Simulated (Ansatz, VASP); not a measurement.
**Cross-check of Ga24Si17O70 (amorphous 41Ga2O3-59SiO2 (mol %)) between VASP and Ansatz**

One calculation is typed for both programs; each brings its own data sets. How far apart do they land? Of the first pair: The structure shown is the start of the Ansatz relaxation below; VASP solves that cell, so the two are compared at the walk's first step.

Program: Ansatz 0.2.0. Level of theory: plane waves, with VASP 6.6.1 beside it; PBE. Results are calculated unless marked as measured.

### Step 1. Starting point

The cell holds 111 atoms: 24 Ga, 17 Si and 70 O. Its edges and angles: a = 10.826 Å, b = 11.044 Å, c = 11.033 Å, α = 88.3°, β = 87.0°, γ = 92.4°. As first built, before any earlier steps moved the atoms or strained the cell (in the runner's words): 111 atoms (24 Fe, 17 Si, 70 O) placed at random at 3.3 g/cm^3, melted at 5000 K for 10 ps at fixed volume with the Morse and Coulomb pair potential with partial charges (Pedone, Malavasi, Menziani, Cormack and Segre, J. Phys. Chem. B 110, 11780 (2006)). Quenched from 5000 K to 300 K at 50 K/ps and fixed volume, held 10 ps at zero pressure, then minimised at fixed cell. Then Fe was replaced by Ga and the cell scaled by 1.005 (the potential has no terms for the new elements, so the cell is a start for a DFT relaxation).

### Step 2. Ansatz: relaxation, PBE

Ansatz runs on its default PAW (the set named soft_2) files.

The two programs are compared at the cell with which this relaxation starts, whose forces are those of its first step.

input.yaml reads:

```yaml
crystal:
  lattice:
    - [10.8193, -0.23194, 0.28457]
    - [-0.23194, 11.04055, 0.16229]
    - [0.28457, 0.16229, 11.0286]
  atoms:
    - { symbol: Ga, position: [0.71512, 0.90954, 0.27994] }
    - { symbol: Ga, position: [0.27266, 0.8324, 0.69102] }
    - { symbol: Ga, position: [0.53288, 0.21999, 0.00168] }
    - { symbol: Ga, position: [0.45428, 0.96183, 0.9655] }
    - { symbol: Ga, position: [0.35622, 0.83172, 0.30216] }
    - { symbol: Ga, position: [0.42899, 0.55455, 0.29345] }
    - { symbol: Ga, position: [0.25368, 0.77075, 0.98276] }
    - { symbol: Ga, position: [0.5095, 0.01126, 0.47069] }
    - { symbol: Ga, position: [0.58137, 0.50333, 0.67798] }
    - { symbol: Ga, position: [0.05301, 0.65963, 0.75624] }
    - { symbol: Ga, position: [0.53571, 0.7738, 0.53681] }
    - { symbol: Ga, position: [0.83663, 0.74567, 0.05165] }
    - { symbol: Ga, position: [0.85857, 0.24903, 0.97814] }
    - { symbol: Ga, position: [0.55686, 0.73185, 0.09845] }
    - { symbol: Ga, position: [0.97117, 0.0086, 0.0918] }
    - { symbol: Ga, position: [0.72226, 0.48694, 0.11074] }
    - { symbol: Ga, position: [0.50755, 0.75068, 0.80846] }
    - { symbol: Ga, position: [0.98442, 0.48998, 0.03097] }
    - { symbol: Ga, position: [0.91756, 0.92939, 0.83401] }
    - { symbol: Ga, position: [0.15123, 0.06147, 0.63391] }
    - { symbol: Ga, position: [0.67818, 0.95672, 0.72046] }
    - { symbol: Ga, position: [0.19913, 0.04478, 0.88194] }
    - { symbol: Ga, position: [0.45943, 0.08669, 0.74366] }
    - { symbol: Ga, position: [0.87305, 0.45661, 0.80428] }
    - { symbol: Si, position: [0.25752, 0.45371, 0.09314] }
    - { symbol: Si, position: [0.49521, 0.50225, 0.95445] }
    - { symbol: Si, position: [0.45745, 0.07961, 0.24585] }
    - { symbol: Si, position: [0.67097, 0.62601, 0.40083] }
    - { symbol: Si, position: [0.06113, 0.45546, 0.55588] }
    - { symbol: Si, position: [0.09498, 0.79408, 0.23376] }
[... 75 atom lines left out ...]
    - { symbol: O, position: [0.70381, 0.77597, 0.1622] }
    - { symbol: O, position: [0.90875, 0.2337, 0.13871] }
    - { symbol: O, position: [0.43486, 0.71343, 0.22279] }
    - { symbol: O, position: [0.82552, 0.29343, 0.78944] }
    - { symbol: O, position: [0.41887, 0.47264, 0.65717] }
    - { symbol: O, position: [0.59039, 0.96171, 0.05204] }
kpoints:
  mp_grid: { grid: [1, 1, 1] }
hamiltonian:
  xc: pbe
scf:
  occupations: { method: fixed }
output:
  forces: true
  eigenvalues: true
  stress: true
relax:
  f_tol: 0.05
  max_steps: 70
```

Started as:

```
ansatz run input.yaml --threads 4 --pin off --max-ram 8192MiB --backend cpu --events-out ev --progress --plain --runs-dir out
```

Numbers of over 12 decimals in the logs are rounded to 6 here.

Output:

```text
Warning: output.stress: scf.convergence.dr2_threshold = 1e-7 eV (the SCF's general default) is looser than the 1.08e-8 eV advised for a printed stress (1e-10 eV for each atom of the cell: 111, of which 108 are counted). What an SCF threshold leaves in a stress goes as its square root, and in the free energy as the threshold itself, and one threshold admits the most on a small cell: [figures from the program's tests c [...]
Engine: ansatz 0.2.0, x86_64-unknown-linux-gnu
Pseudopotentials: kind: paw
Pseudopotential: Ga, paw, valence charge 13, recommended cutoff 420 eV (normal), Ga.paw.azcp
Pseudopotential: Si, paw, valence charge 4, recommended cutoff 420 eV (normal), Si.paw.azcp
Pseudopotential: O, paw, valence charge 6, recommended cutoff 420 eV (normal), O.paw.azcp
Functional definition: PBE
  parameter kappa = 0.804
  parameter beta = 0.066725
  exchange = pbe_x(kappa = kappa, mu = beta*pi^2/3)
  correlation = pbe_c(beta = beta)
Crystal: 111 atoms, lattice volume = 1315.584 Å³
Basis set: ecut = 420 eV, 25733 PW (Γ), exchange–correlation on 150×150×150 points (8 copies of the dense FFT grid, shifted against one another)
Bands: 511, of which v1, the nominal top of the filled ones, is band 400 counted from 1 (399 counted from 0)
Symmetry: 1 space group operations
Space group: P1 (ITA 1), of the structure as read, at distance tolerance 1.1e-4 Å
k-points: 1
Non-local potential: Ga, projectors of the file, l = 0: 2, l = 1: 2, l = 2: 3, l = 3: 1
Non-local potential: Si, projectors of the file, l = 0: 2, l = 1: 2, l = 2: 2
Non-local potential: O, projectors of the file, l = 0: 2, l = 1: 2, l = 2: 1
PAW form: soft (Blöchl's): semilocal exchange-correlation on the pseudo side does not see the compensation charge
PAW one-centre angular grid: Ga, 590 points (default); XC on 64 Gauss nodes
PAW one-centre angular grid: Si, 110 points (default); XC on 64 Gauss nodes
PAW one-centre angular grid: O, 110 points (default); XC on 64 Gauss nodes
Initial density: superposition of atomic densities (neutral atoms: chi_scale 0, normalization atom), corrected by the library's trained network
Initial wavefunctions: pseudopotential atomic-orbital guess
Functional: x = pbe(κ = 0.804, μ = 0.219515), c = pbe(β = 0.066725)
SCF iter   1: F=—  HF=-141381.314108 eV  |F-HF|=—  |Δ(HF+E_count)|=         —  Δρ=2.43e-3  dr2=1.04e-1  ethr=1.77e-3  ⟨swp⟩=5.0  Hψ=1850  notcnv=0  defer=107
preconditioner: auto → Resta (q_TF=auto, 2.511 Å⁻¹)  ε∞=3.7  [insulator: Δε(μ)=2.848 eV  Ē_g=17.479 eV  n_scr=354 (ndim 8)  ℏωp=29.0 eV  f_vac=0.145  ε∞_Penn≈3.7]
SCF iter   2: F=—  HF=-141381.298959 eV  |F-HF|=—  |Δ(HF+E_count)|=   1.51e-2  Δρ=1.31e-3  dr2=2.50e-2  ethr=1.30e-5  ⟨swp⟩=2.0  Hψ=796  notcnv=0  defer=109
SCF iter   3: F=—  HF=-141381.299050 eV  |F-HF|=—  |Δ(HF+E_count)|=   9.13e-5  Δρ=5.76e-4  dr2=6.23e-3  ethr=3.13e-6  ⟨swp⟩=3.0  Hψ=804  notcnv=0  defer=109
SCF iter   4: F=—  HF=-141381.298353 eV  |F-HF|=—  |Δ(HF+E_count)|=   6.97e-4  Δρ=1.76e-4  dr2=5.30e-4  ethr=7.79e-7  ⟨swp⟩=2.0  Hψ=614  notcnv=0  defer=109
SCF iter   5: F=—  HF=-141381.298336 eV  |F-HF|=—  |Δ(HF+E_count)|=   1.72e-5  Δρ=1.13e-4  dr2=1.56e-4  ethr=6.63e-8  ⟨swp⟩=2.0  Hψ=788  notcnv=0  defer=109
SCF iter   6: F=-141381.298313 eV  HF=-141381.298319 eV  |F-HF|=5.30e-6  |Δ(HF+E_count)|=   1.74e-5  Δρ=3.84e-5  dr2=2.19e-5  ethr=7.81e-9  ⟨swp⟩=13.0  Hψ=3206  notcnv=0
SCF 1 converged in 6 iterations: F = -141381.298313 eV  dr2 = 2.19e-5
  greatest PAW one-centre occupation: 0.998 electrons in one spin orbital (limit 2), on the Ga atom at site 20 (counted from 0), in its partial waves of l = 2
relax step   1: F+E_penalty+E_count = -141381.29831332 eV  Δ(F+E_penalty+E_count) = +0.000e0 eV  max|allowed force component| = 1.153e0 eV/Å  Δτ_max = 0.0000 Å  (6 SCF iters, dr2 threshold 6.25e-5 eV, accepted)
Initial density: handed on by an earlier stage of this run
Initial wavefunctions: those handed on with the density
iter 1 solved again at ethr=4.31e-5 eV; its pass at ethr=3.10e-3 eV (dr2=3.45e-1 eV) is discarded
[...]
- { symbol: Ga, position: [0.350944, 0.838208, 0.279223] }
    - { symbol: Ga, position: [0.437067, 0.565921, 0.286463] }
    - { symbol: Ga, position: [0.247031, 0.758109, 0.985934] }
    - { symbol: Ga, position: [0.505839, 0.00969476, 0.471145] }
    - { symbol: Ga, position: [0.584433, 0.501325, 0.681850] }
    - { symbol: Ga, position: [0.050659, 0.657010, 0.756624248687] }
    - { symbol: Ga, position: [0.512923, 0.760045, 0.523256] }
    - { symbol: Ga, position: [0.852282, 0.739174, 0.068277] }
    - { symbol: Ga, position: [0.852094, 0.243575, 0.969061] }
    - { symbol: Ga, position: [0.576041, 0.745171, 0.084743] }
    - { symbol: Ga, position: [0.970646, 0.039849, 0.110043] }
    - { symbol: Ga, position: [0.709992, 0.476311, 0.135027] }
    - { symbol: Ga, position: [0.498061, 0.750647, 0.805146] }
    - { symbol: Ga, position: [0.978954, 0.481461, 0.035493] }
    - { symbol: Ga, position: [0.923121, 0.924336, 0.847250] }
    - { symbol: Ga, position: [0.145704, 0.068353, 0.630551] }
    - { symbol: Ga, position: [0.674281, 0.947207, 0.720861] }
    - { symbol: Ga, position: [0.198408, 0.048232, 0.881691] }
    - { symbol: Ga, position: [0.457719, 0.086167, 0.744890] }
    - { symbol: Ga, position: [0.875253, 0.451816, 0.800600] }
    - { symbol: Si, position: [0.253029, 0.466455, 0.096892] }
    - { symbol: Si, position: [0.495062, 0.501629, 0.954563] }
    - { symbol: Si, position: [0.456033, 0.093309, 0.245113] }
    - { symbol: Si, position: [0.675573, 0.620587, 0.401234] }
    - { symbol: Si, position: [0.061355, 0.467265, 0.540389] }
    - { symbol: Si, position: [0.094459, 0.811233, 0.235470] }
    - { symbol: Si, position: [0.889432, 0.956865, 0.516385] }
    - { symbol: Si, position: [0.356669, 0.215436, 0.489798] }
    - { symbol: Si, position: [0.769061, 0.693476, 0.804685] }
    - { symbol: Si, position: [0.730947, 0.013687, 0.00870059] }
    - { symbol: Si, position: [0.353288, 0.476625, 0.536513] }
    - { symbol: Si, position: [0.145359, 0.252689, 0.970541] }
    - { symbol: Si, position: [0.870603, 0.299157, 0.242113] }
    - { symbol: Si, position: [0.926690, 0.212215, 0.496690] }
    - { symbol: Si, position: [0.721583, 0.244013, 0.690313] }
    - { symbol: Si, position: [0.115476, 0.812678, 0.502532] }
    - { symbol: Si, position: [0.944663, 0.564088, 0.304873] }
    - { symbol: O, position: [0.040770, 0.548382, 0.418067] }
    - { symbol: O, position: [0.793794, 0.991539, 0.144589] }
    - { symbol: O, position: [0.273057, 0.926129, 0.963797] }
    - { symbol: O, position: [0.132327, 0.547202, 0.078413] }
    - { symbol: O, position: [0.409368, 0.867014, 0.433704] }
    - { symbol: O, position: [0.429641, 0.120582, 0.913880] }
    - { symbol: O, position: [0.507454, 0.928832, 0.809027] }
    - { symbol: O, position: [0.908291, 0.759839, 0.769209] }
    - { symbol: O, position: [0.373877, 0.131369, 0.368473] }
    - { symbol: O, position: [0.755875, 0.556145, 0.750889] }
    - { symbol: O, position: [0.404434, 0.744872, 0.667751] }
    - { symbol: O, position: [0.604792, 0.537051, 0.302572] }
    - { symbol: O, position: [0.617201, 0.608647, 0.543630] }
    - { symbol: O, position: [0.898602, 0.215349, 0.357136] }
    - { symbol: O, position: [0.686594, 0.156864, 0.993969] }
    - { symbol: O, position: [0.816577, 0.579952, 0.387282] }
    - { symbol: O, position: [0.642393, 0.354060, 0.651604] }
    - { symbol: O, position: [0.991756, 0.515951, 0.665257] }
    - { symbol: O, position: [0.748270, 0.933127, 0.881577] }
    - { symbol: O, position: [0.644451, 0.766578, 0.391356] }
    - { symbol: O, position: [0.971867, 0.564700, 0.886203] }
    - { symbol: O, position: [0.989899, 0.702679, 0.250477] }
    - { symbol: O, position: [0.663724, 0.766802, 0.734887] }
    - { symbol: O, position: [0.205415, 0.465996, 0.563241] }
[...]
- { symbol: O, position: [0.189657, 0.737255, 0.830819] }
    - { symbol: O, position: [0.538930, 0.368561, 0.926603] }
    - { symbol: O, position: [0.717809, 0.769169, 0.175613] }
    - { symbol: O, position: [0.915655, 0.213486, 0.132871] }
    - { symbol: O, position: [0.452265, 0.723398, 0.215307] }
    - { symbol: O, position: [0.828644, 0.286295, 0.787553] }
    - { symbol: O, position: [0.417080, 0.471751, 0.662889] }
    - { symbol: O, position: [0.590311, 0.936583, 0.055494] }
```

In the SCF lines HF is the Harris–Foulkes energy and dr2 the Hartree energy of the density residual, in eV; the loop may stop once dr2 is under the threshold and the program's other checks hold. Hψ counts applications of the Hamiltonian.

### Step 3. VASP: single point, PBE, start cell, pair 1

The same cell, functional and mesh now go to VASP, with its own data sets.

Lines of VASP's logs that name or quote its potential files are left out, and so is its time.

INCAR reads:

```
SYSTEM = Ga24Si17O70
PREC = Accurate
ENCUT = 520
EDIFF = 1E-06
NELM = 120
ISMEAR = 0
SIGMA = 0.01
LREAL = Auto
ALGO = Normal
GGA = PE
NBANDS = 480
LORBIT = 11
LWAVE = .FALSE.
LCHARG = .FALSE.
ISIF = 2
LASPH = .TRUE.
GGA_COMPAT = .FALSE.
EFERMI = MIDGAP
NCORE = 4
```

POSCAR reads:

```
Ga24Si17O70
1.0
   10.8193000000     -0.2319400000      0.2845700000
   -0.2319400000     11.0405500000      0.1622900000
    0.2845700000      0.1622900000     11.0286000000
Ga Si O
24 17 70
Direct
    0.7151197684      0.9095409910      0.2799438696
    0.2726630449      0.8324037594      0.6910231100
    0.5328760545      0.2199910509      0.0016826355
    0.4542840141      0.9618339138      0.9655013666
    0.3562174048      0.8317233106      0.3021644485
    0.4289941699      0.5545536411      0.2934481819
    0.2536768275      0.7707538385      0.9827562469
    0.5095030092      0.0112571725      0.4706929077
    0.5813693045      0.5033275839      0.6779804058
    0.0530063098      0.6596287456      0.7562396719
    0.5357106237      0.7737960219      0.5368109707
    0.8366301283      0.7456662961      0.0516480769
    0.8585683687      0.2490268422      0.9781443368
    0.5568593595      0.7318458360      0.0984497825
    0.9711692015      0.0086005289      0.0918011897
    0.7222579922      0.4869366119      0.1107431678
    0.5075513501      0.7506797333      0.8084560414
    0.9844197014      0.4899756203      0.0309690751
    0.9175573602      0.9293890982      0.8340097696
    0.1512265163      0.0614731604      0.6339144580
    0.6781843604      0.9567163723      0.7204580433
    0.1991267131      0.0447763331      0.8819403877
    0.4594274845      0.0866869463      0.7436567013
    0.8730540706      0.4566140292      0.8042771623
    0.2575239903      0.4537106140      0.0931381773
    0.4952061969      0.5022539750      0.9544519137
    0.4574512092      0.0796067141      0.2458520334
    0.6709706574      0.6260081814      0.4008275767
    0.0611271621      0.4554631721      0.5558808847
    0.0949839025      0.7940813040      0.2337557783
[... 75 atom lines left out ...]
    0.7038089017      0.7759683456      0.1622041962
    0.9087493268      0.2336988804      0.1387093750
    0.4348594057      0.7134340769      0.2227906391
    0.8255161204      0.2934320615      0.7894439719
    0.4188729715      0.4726395708      0.6571728635
    0.5903940148      0.9617084837      0.0520388722
```

KPOINTS reads:

```
Automatic mesh
0
Gamma
1 1 1
0 0 0
```

The projector-augmented-wave data sets are Ga_d, Si and O (PBE family, release 64).

Started as:

```
mpirun -np 16 vasp_gam
```

Output:

```text
[banner, memory and clock lines left out]
running   16 mpi-ranks, on    1 nodes
[...]
LDA part: xc-table for (Slater+PW92), standard interpolation
 POSCAR, INCAR and KPOINTS ok, starting setup
[...]
entering main loop
       N       E                     dE             d eps       ncg     rms          rms(c)
DAV:   1     0.226354888913E+05    0.22635E+05   -0.29671E+05   976   0.287E+03
DAV:   2     0.526948494076E+04   -0.17366E+05   -0.16457E+05   960   0.895E+02
DAV:   3    -0.152456747483E+03   -0.54219E+04   -0.50996E+04  1336   0.370E+02
DAV:   4    -0.828965696750E+03   -0.67651E+03   -0.66844E+03  1376   0.141E+02
[...]
DAV:  19    -0.742077088496E+03    0.72716E-07   -0.28214E-05  1192   0.180E-02    0.727E-03
DAV:  20    -0.742077086905E+03    0.15909E-05   -0.91816E-06  1160   0.193E-02    0.229E-03
DAV:  21    -0.742077087315E+03   -0.41020E-06   -0.72653E-06   944   0.776E-03
   1 F= -.74207709E+03 E0= -.74207709E+03  d E =0.000000E+00
```

From OUTCAR (step 3):

```text
  Total       99.0087583    100.0064493     99.7983508      0.0913270     -2.6210117      1.7124402
  in kB      120.5773342    121.7923673    121.5389356      0.1112221     -3.1919864      2.0854870
  external PRESSURE =     121.3028790 kB  Pullay stress =       0.0000000 kB

 POSITION                                       TOTAL-FORCE (eV/Angst)
 -----------------------------------------------------------------------------------
      7.60580      9.92140      3.43850        -0.129592     -0.083937     -0.090125
      2.95360      9.23910      7.83370        -0.007250      0.118931     -0.032853
[...]
7.02810      3.89850      7.51490        -0.479128      0.363946     -0.416786
     10.84990      5.52250      7.80840        -0.382202      0.195690      0.399770
      8.12650     10.40280     10.04040        -0.330863     -0.359544     -0.029408
      6.96820      8.42970      4.60910        -0.010965      0.758446     -0.224455
     10.71280      6.19740     10.11300         0.093241      0.328341      0.269441
     10.71220      7.37640      3.33800        -0.332191      0.094989     -0.226524
      7.23360      8.48210      8.34620        -0.185380      0.225729     -0.672728
      2.25400      5.01020      6.48830         0.189828     -0.173431      0.420319
      6.41960     10.21710      6.66390         0.395528      0.104406      0.176097
      3.41400      0.09770      8.15790         0.201674     -0.001613     -0.105812
      0.94600      0.11340      8.57110        -0.166652     -0.075248      0.009171
[...]
-----------------------------------------------------------------------------------
    total drift:                               -0.018854      0.010178     -0.005197

  FREE ENERGIE OF THE ION-ELECTRON SYSTEM (eV)
  ---------------------------------------------------
  free  energy   TOTEN  =      -742.0770873153 eV

  energy  without entropy=     -742.0770873153  energy(sigma->0) =     -742.07708732

[... 3 further parts left out ...]
[key lines of the parts left out:]
E-fermi :   4.0153
```

The run ends at a pressure of 12.13 GPa, with forces up to 1.4 eV/Å.

### Step 4. Differences

Known differences besides the potentials themselves: fixed occupations in Ansatz, narrow Gaussian smearing in VASP; the cutoff is 420 eV in Ansatz and 520 eV in VASP (PREC = Accurate, projectors in real space). Total energies have different zeros and are not compared.

Forces on 9 of the 111 atoms, those with the largest forces and the largest differences (eV/Å; atoms numbered as in POSCAR):

```tsv
atom	Ansatz x, y, z	VASP x, y, z
Ga15	0.101, 0.226, 0.241	0.153, 0.253, 0.315
Ga20	-0.433, 0.227, 0.108	-0.456, 0.304, 0.060
O73	-0.606, -0.307, -0.709	-0.636, -0.350, -0.733
O78	-0.149, 1.044, -0.021	-0.137, 1.094, -0.059
O81	-0.976, -0.200, 0.252	-1.025, -0.193, 0.250
O86	0.481, 0.425, -1.153	0.513, 0.443, -1.239
O98	-0.313, 0.864, 0.277	-0.331, 0.908, 0.272
O107	0.567, -0.760, -0.404	0.605, -0.808, -0.435
O110	-0.030, -0.086, 0.972	0.002, -0.081, 1.018
```

The forces differ by 26 meV/Å r.m.s., which is 7.4 % of the r.m.s. force of 0.344 eV/Å (both taken over all components).

### Step 5. Ansatz: relaxation, PBE

This run makes the geometry at which the two programs are then compared.

The structure compared here is the end of the Ansatz relaxation.

This is the run of step 2 again, met here at its other cell.

(Continued in part 2 of 2.)

[Lines on the potential files, build, host, timing and source positions are cut from VASP's logs without a mark.]

[Logs are printed without paths, hosts, clocks, repeated set-up lines and the standing remarks that a program may print on its own settings, such as how far it seeks lower states.]

[Hosts, paths, dates, database ids (printed as entryN), source tags and the programs' standing remarks are cut or masked in the printed files.]
